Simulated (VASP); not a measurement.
# IrPt3 (Fm-3m) in VASP: notebook

One crystal, IrPt3, is run at these levels: LDA; tasks: single point, relaxation of cell and atoms.

Program: VASP 6.6.1. These are calculated values, not measurements. Logs are shortened: lines on timing, memory, paths and dates and some standing lists are left out, and cuts for length are marked.

## 1. Starting point

It takes space group Fm-3m (No. 225, cubic). Conventional cell: a = 6.185 Å, b = 6.185 Å, c = 6.185 Å, α = 90.00°, β = 90.00°, γ = 90.00°. Ir (site symmetry m-3m) has 8 Pt at 2.68 Å as nearest neighbours. Pt (site symmetry m-3m) is surrounded by 8 Pt at 2.68 Å. Pt (site symmetry -43m) is surrounded by 4 Ir at 2.68 Å and 4 Pt at 2.68 Å.

The cell was built by a generator and needn't be a form met in nature.

## 2. Single point, LDA

File INCAR:

```
SYSTEM = IrPt3
PREC = Accurate ; ENCUT = 520
EDIFF = 1E-7 ; ISMEAR = -1
SIGMA = 0.1 ; LREAL = .False.
LASPH = .True. ; NELM = 100
ALGO = Normal ; ISIF = 2
LWAVE = .False. ; LCHARG = .False.
GGA = CA ; NBANDS = 28
```

File KPOINTS:

```
regular mesh
0
Gamma
  6 6 6
  0 0 0
```

File POSCAR:

```
IrPt3
1.0
    0.0000000000      3.0922998807      3.0922998807
    3.0922998807      0.0000000000      3.0922998807
    3.0922998807      3.0922998807      0.0000000000
Ir Pt
1 3
Direct
    0.0000000000      0.0000000000      0.0000000000
    0.5000000000      0.5000000000      0.5000000000
    0.2500000000      0.2500000000      0.2500000000
    0.7500000000      0.7500000000      0.7500000000
```

Potentials or basis: VASP PAW LDA potentials, release 64 (Ir, Pt).

Started as:

```
cat potpaw_LDA.64/Ir/POTCAR potpaw_LDA.64/Pt/POTCAR > POTCAR
mpirun -np 1 vasp_std > vasp.out
```

OUTCAR:

```text
SYSTEM = IrPt3
   PREC = Accurate
   ENCUT = 520
   EDIFF = 1E-7
   ISMEAR = -1
   LREAL = .False.
   LASPH = .True.
   NELM = 100
   ISIF = 2
   GGA = CA

 ion  position               nearest neighbor table
   1  0.000  0.000  0.000-   4 2.68   4 2.68   4 2.68   3 2.68   3 2.68   3 2.68   4 2.68   3 2.68
                             2 3.09   2 3.09   2 3.09   2 3.09   2 3.09   2 3.09
   2  0.500  0.500  0.500-   3 2.68   3 2.68   3 2.68   4 2.68   4 2.68   4 2.68   4 2.68   3 2.68
                             1 3.09   1 3.09   1 3.09   1 3.09   1 3.09   1 3.09
   3  0.250  0.250  0.250-   1 2.68   1 2.68   1 2.68   2 2.68   2 2.68   2 2.68   2 2.68   1 2.68
                             4 3.09   4 3.09   4 3.09   4 3.09   4 3.09   4 3.09
   4  0.750  0.750  0.750-   2 2.68   2 2.68   2 2.68   1 2.68   1 2.68   1 2.68   2 2.68   1 2.68
                             3 3.09   3 3.09   3 3.09   3 3.09   3 3.09   3 3.09

  LATTYP: Found a face centered cubic cell.
 ALAT       =     6.1845997614

  Lattice vectors:

 A1 = (   0.0000000000,   3.0922998807,   3.0922998807)
 A2 = (   3.0922998807,   0.0000000000,   3.0922998807)
 A3 = (   3.0922998807,   3.0922998807,   0.0000000000)

Analysis of symmetry for initial positions (statically):
=====================================================================
 Subroutine PRICEL returns:
 Original cell was already a primitive cell.

 Routine SETGRP: Setting up the symmetry group for a
 face centered cubic supercell.

 Subroutine GETGRP returns: Found 48 space group operations
 (whereof 48 operations were pure point group operations)
 out of a pool of 48 trial point group operations.

The static configuration has the point symmetry O_h .

Analysis of symmetry for dynamics (positions and initial velocities):
=====================================================================
 Subroutine PRICEL returns:
 Original cell was already a primitive cell.

 Routine SETGRP: Setting up the symmetry group for a
 face centered cubic supercell.

 Subroutine GETGRP returns: Found 48 space group operations
 (whereof 48 operations were pure point group operations)
 out of a pool of 48 trial point group operations.

The dynamic configuration has the point symmetry O_h .

 Subroutine INISYM returns: Found 48 space group operations
 (whereof 48 operations are pure point group operations),
 and found     1 'primitive' translations

----------------------------------------------------------------------------------------

                                     Primitive cell

  volume of cell :      59.1391

  direct lattice vectors                    reciprocal lattice vectors
     0.000000000  3.092299881  3.092299881    -0.161691951  0.161691951  0.161691951
     3.092299881  0.000000000  3.092299881     0.161691951 -0.161691951  0.161691951
     3.092299881  3.092299881  0.000000000     0.161691951  0.161691951 -0.161691951

  length of vectors
     4.373172430  4.373172430  4.373172430     0.280058674  0.280058674  0.280058674

  position of ions in fractional coordinates (direct lattice)
     0.000000000  0.000000000  0.000000000
     0.500000000  0.500000000  0.500000000
     0.250000000  0.250000000  0.250000000
     0.750000000  0.750000000  0.750000000

  ion indices of the primitive-cell ions
   primitive index   ion index
                 1           1
                 2           2
                 3           3
                 4           4

----------------------------------------------------------------------------------------

 KPOINTS: regular mesh

Automatic generation of k-mesh.
 Grid dimensions read from file:
 generate k-points for:    6    6    6

 Generating k-lattice:

  Cartesian coordinates                     Fractional coordinates (reciprocal lattice)
    -0.026948658  0.026948658  0.026948658     0.166666667  0.000000000  0.000000000
     0.026948658 -0.026948658  0.026948658     0.000000000  0.166666667  0.000000000
     0.026948658  0.026948658 -0.026948658     0.000000000  0.000000000  0.166666667

  Length of vectors
     0.046676446  0.046676446  0.046676446

  Shift w.r.t. Gamma in fractional coordinates (k-lattice)
     0.000000000  0.000000000  0.000000000

 Subroutine IBZKPT returns following result:
 ===========================================

 Found     16 irreducible k-points:

 Following reciprocal coordinates:
            Coordinates               Weight
  0.000000  0.000000  0.000000      1.000000
  0.166667  0.000000  0.000000      8.000000
  0.333333  0.000000  0.000000      8.000000
  0.500000  0.000000  0.000000      4.000000
  0.166667  0.166667  0.000000      6.000000
  0.333333  0.166667  0.000000     24.000000
[... 8 lines left out ...]
 -0.333333  0.333333  0.166667     24.000000
 -0.333333  0.500000  0.166667     12.000000
   k-points           NKPTS =     16   k-points in BZ     NKDIM =     16   number of bands    NBANDS=     28
   number of dos      NEDOS =    301   number of ions     NIONS =      4
   total plane-waves  NPLWV =  46656
   dimension x,y,z NGX =    36 NGY =   36 NGZ =   36
   dimension x,y,z NGXF=    72 NGYF=   72 NGZF=   72
   ions per type =               1   3
   NGX,Y,Z   is equivalent  to a cutoff of  13.69, 13.69, 13.69 a.u.
   NGXF,Y,Z  is equivalent  to a cutoff of  27.37, 27.37, 27.37 a.u.
 SYSTEM =  IrPt3
   PREC   = accura    normal or accurate (medium, high low for compatibility)
   ISTART =      0    job   : 0-new  1-cont  2-samecut
   ICHARG =      2    charge: 1-file 2-atom 10-const
   ISPIN  =      1    spin polarized calculation?
   LNONCOLLINEAR =      F non collinear calculations
   LSORBIT =      F    spin-orbit coupling
   LASPH  =      T    aspherical Exc in radial PAW
   ENCUT  =  520.0 eV  38.22 Ry    6.18 a.u.   8.13  8.13  8.13*2*pi/ulx,y,z
   NELM   =    100;   NELMIN=  2; NELMDL= -5     # of ELM steps
   EDIFF  = 0.1E-06   stopping-criterion for ELM
   LREAL  =      F    real-space projection
   EDIFFG = 0.1E-05   stopping-criterion for IOM
   NSW    =      0    number of steps for IOM
   IBRION =     -1    ionic relax: 0-MD 1-quasi-New 2-CG
   NFREE  =      0    steps in history (QN), initial steepest desc. (CG)
   ISIF   =      2    stress and relaxation
   ISYM   =      2    0-nonsym 1-usesym 2-fastsym
   POTIM  = 0.5000    time-step for ionic-motion
   TEBEG  =    0.0;   TEEND  =   0.0 temperature during run
   PSTRESS=    0.0 pullay stress
   NELECT =      39.0000    total number of electrons
   NUPDOWN=      -1.0000    fix difference up-down
   EMIN   =  10.00;   EMAX   =-10.00  energy-range for DOS
   EFERMI =   0.00;   METHOD = LEGACY
   ISMEAR =    -1;   SIGMA  =   0.10  broadening in eV -4-tet -1-fermi 0-gaus
   EFERMI_NEDOS =   21; number of points for ismear=-14 and -15
   IALGO  =     38    algorithm
   IMIX   =      4    mixing-type and parameters
     AMIX     =   0.40;   BMIX     =  1.00
     AMIX_MAG =   1.60;   BMIX_MAG =  1.00
  volume/ion in A,a.u.               =      14.78        99.77
  Fermi-wavevector in a.u.,A,eV,Ry     =   1.424967  2.692797 27.627045  2.030531
  Thomas-Fermi vector in A             =   2.545401
   LORBIT       =      0    0 simple, 1 ext, 2 COOP (PROOUT), +10 PAW based schemes
   GGA     = CA    functional components
   LHFCALC =     F    Hartree Fock is set to
   AEXX    =    0.0000 exact exchange contribution
   IVDW    =     0    specifies the selected vdW correction
   LEPSILON=     F    determine dielectric tensor
   LRPA    =     F    only Hartree local field effects (RPA)
 non-spin polarized calculation
  energy-cutoff  :      520.00
  volume of cell :       59.14
 maximum number of plane-waves:      1639
 NGX is ok and might be reduce to    36
   NGX = 17   NGY = 17   NGZ = 17

 number of electron      39.0000003 magnetization

 Free energy of the ion-electron system (eV)
  ---------------------------------------------------
  ext. energy  EPLUGINS =         0.00000000
  ---------------------------------------------------
  free energy    TOTEN  =       -31.76866339 eV

  energy without entropy =      -31.60789338  energy(sigma->0) =      -31.68827838

 E-fermi :  10.8451     XC(G=0): -13.8163

 val. band max:       10.8367375887   @ k =   0.5000   0.5000   0.0000
 cond. band min:      10.8775763045   @ k =   0.5000   0.1667   0.0000
 fundamental gap:      0.0408387159
 Fermi energy:        10.8451194510

 k-point     1 :       0.0000    0.0000    0.0000
  band No.  band energies     occupation
      1       0.5288      2.00000
      2       4.0152      2.00000
      3       4.0152      2.00000
      4       5.9684      2.00000
      5       5.9684      2.00000
      6       5.9684      2.00000
[... 20 lines left out ...]
     27      20.6789      0.00000
     28      20.6789      0.00000

 k-point     2 :       0.1667    0.0000    0.0000
  band No.  band energies     occupation
      1       0.9785      2.00000
      2       4.2844      2.00000
      3       4.2844      2.00000
      4       5.1721      2.00000
      5       5.7025      2.00000
      6       5.7025      2.00000
[... 20 lines left out ...]
     27      18.8275      0.00000
     28      19.5826      0.00000

 k-point     3 :       0.3333    0.0000    0.0000
  band No.  band energies     occupation
      1       2.1945      2.00000
      2       4.8976      2.00000
      3       5.0079      2.00000
      4       5.0079      2.00000
      5       5.4551      2.00000
      6       5.6355      2.00000
[... 20 lines left out ...]
     27      19.2056      0.00000
     28      19.2056      0.00000

 k-point     4 :       0.5000    0.0000    0.0000
  band No.  band energies     occupation
      1       3.7806      2.00000
      2       3.8934      2.00000
      3       5.6113      2.00000
      4       5.7988      2.00000
      5       5.7988      2.00000
      6       5.8261      2.00000
[... 330 lines left out ...]
     27      20.5390      0.00000
     28      23.9199      0.00000

 k-point    15 :      -0.3333    0.3333    0.1667
  band No.  band energies     occupation
      1       3.8317      2.00000
      2       3.8709      2.00000
      3       4.5582      2.00000
      4       4.5795      2.00000
      5       5.8375      2.00000
      6       6.0141      2.00000
[... 20 lines left out ...]
     27      22.5545      0.00000
     28      22.6491      0.00000

 k-point    16 :      -0.3333    0.5000    0.1667
  band No.  band energies     occupation
      1       3.8112      2.00000
      2       3.8180      2.00000
      3       4.4253      2.00000
      4       4.4594      2.00000
      5       5.6989      2.00000
      6       5.7068      2.00000
[... 20 lines left out ...]
     27      23.0754      0.00000
     28      23.0874      0.00000

------------------------ aborting loop because EDIFF is reached ----------------------------------------

  FORCE on cell =-STRESS in cart. coord.  units (eV):
  Direction    XX          YY          ZZ          XY          YZ          ZX
  --------------------------------------------------------------------------------------
  -------------------------------------------------------------------------------------
  Total        0.3930977      0.3930977      0.3930977      0.0000000      0.0000000     -0.0000000
  in kB       10.6496728     10.6496728     10.6496728      0.0000000      0.0000000     -0.0000000
  external PRESSURE =      10.6496728 kB  Pullay stress =       0.0000000 kB

 VOLUME and BASIS-vectors are now :
 -----------------------------------------------------------------------------
  energy-cutoff  :      520.00
  volume of cell :       59.14
      direct lattice vectors                 reciprocal lattice vectors
     0.000000000  3.092299881  3.092299881    -0.161691951  0.161691951  0.161691951
     3.092299881  0.000000000  3.092299881     0.161691951 -0.161691951  0.161691951
     3.092299881  3.092299881  0.000000000     0.161691951  0.161691951 -0.161691951

 POSITION                                       TOTAL-FORCE (eV/Angst)
 -----------------------------------------------------------------------------------
      0.00000      0.00000      0.00000         0.000000     -0.000000      0.000000
      3.09230      3.09230      3.09230         0.000000     -0.000000      0.000000
      1.54615      1.54615      1.54615        -0.000000     -0.000000     -0.000000
      4.63845      4.63845      4.63845         0.000000      0.000000     -0.000000
 -----------------------------------------------------------------------------------
    total drift:                                0.000000      0.000000      0.000000

  FREE ENERGIE OF THE ION-ELECTRON SYSTEM (eV)
  ---------------------------------------------------
  free  energy   TOTEN  =       -31.7686633898 eV

  energy  without entropy=      -31.6078933777  energy(sigma->0) =      -31.68827838
```

Run time: 19 s. Hardware: 1 thread of Intel Xeon 6975P-C (Granite Rapids), shared host; peak memory 0.18 GiB.

Results:

```yaml
Free_energy: -31.7687 eV
Pressure: 1.1 GPa
Band_gap_on_the_k_mesh: none (metal or under the smearing width)
```

Levels at points of the mesh, in eV from the Fermi level:
| k point | band 18 | band 19 | band 20 | band 21 | band 22 | band 23 |
| --- | --- | --- | --- | --- | --- | --- |
| (0.00, 0.00, 0.00) | -0.04 | 0.80 | 0.80 | 0.80 | 4.86 | 5.25 |
| (0.50, 0.00, 0.00) | -0.75 | -0.24 | -0.24 | -0.02 | 0.51 | 6.32 |
| (0.50, 0.50, 0.00) | -0.26 | -0.08 | -0.01 | -0.01 | 0.53 | 1.43 |

## 3. Relaxation of cell and atoms, LDA

File INCAR:

```
SYSTEM = IrPt3
  PREC = Accurate
  ENCUT = 600
  EDIFF = 1E-6
  ISMEAR = -1
  SIGMA = 0.1
  LREAL = .FALSE.
  LASPH = .TRUE.
  NELM = 100
  ALGO = Normal
  ISIF = 3
  LWAVE = .FALSE.
  LCHARG = .FALSE.
  GGA = CA
  IBRION = 2
  NSW = 50
  EDIFFG = -0.03
```

File KPOINTS:

```
Automatic mesh
0
G
  6 6 6
  0 0 0
```

POSCAR is that of step 2.

Potentials or basis: VASP PAW LDA potentials, release 64 (Ir, Pt).

Started as:

```
cat potpaw_LDA.64/Ir/POTCAR potpaw_LDA.64/Pt/POTCAR > POTCAR
mpirun -np 1 vasp_std > vasp.out
```

Wall time 29 s (1 thread of Intel Xeon 6975P-C (Granite Rapids), shared host); peak memory 0.18 GiB.

It converged, with:

| Quantity | Value |
| --- | --- |
| Free energy | -31.7697 eV |
| Relaxed volume | 14.84 Å³/atom |
| Relaxed cell | a = 4.379 Å, b = 4.379 Å, c = 4.379 Å, α = 60.00°, β = 60.00°, γ = 60.00° |
| Space group after relaxing (to 0.05 Å) | Fm-3m (No. 225) |
| Energy gained by relaxing | 0.2 meV/atom |
| Ionic steps | 3 |
| Pressure after relaxing | 0.0 GPa |
| Band gap on the k mesh | none (metal or under the smearing width) |

The path:
```tsv
step	energy change (eV)	largest force (eV/Å)	pressure (GPa)	volume (Å³)
1	0.0000	0.0000	1.16	59.14
2	0.0070	0.0000	-3.45	60.06
3	-0.0008	0.0000	-0.01	59.36
```

Final structure:
```yaml
crystal:
  lattice:
    - [0.00000, 3.09611, 3.09611]
    - [3.09611, 0.00000, 3.09611]
    - [3.09611, 3.09611, 0.00000]
  atoms:
    - { symbol: Ir, position: [0.00000, 0.00000, 0.00000] }
    - { symbol: Pt, position: [0.50000, 0.50000, 0.50000] }
    - { symbol: Pt, position: [0.25000, 0.25000, 0.25000] }
    - { symbol: Pt, position: [0.75000, 0.75000, 0.75000] }
```

Levels at points of the mesh, in eV from the Fermi level:
```tsv
k point	band 16	band 17	band 18	band 19	band 20	band 21	band 22	band 23
(0.00, 0.00, 0.00)	-0.77	-0.04	-0.04	0.79	0.79	0.79	4.84	5.23
(0.50, 0.00, 0.00)	-0.81	-0.75	-0.75	-0.24	-0.24	-0.02	0.51	6.30
(0.50, 0.50, 0.00)	-1.15	-0.85	-0.26	-0.08	0.00	0.00	0.52	1.42
```

Spin-orbit coupling is left out, which matters for the levels of Ir, Pt.

(Part 1 of 2 ends here.)
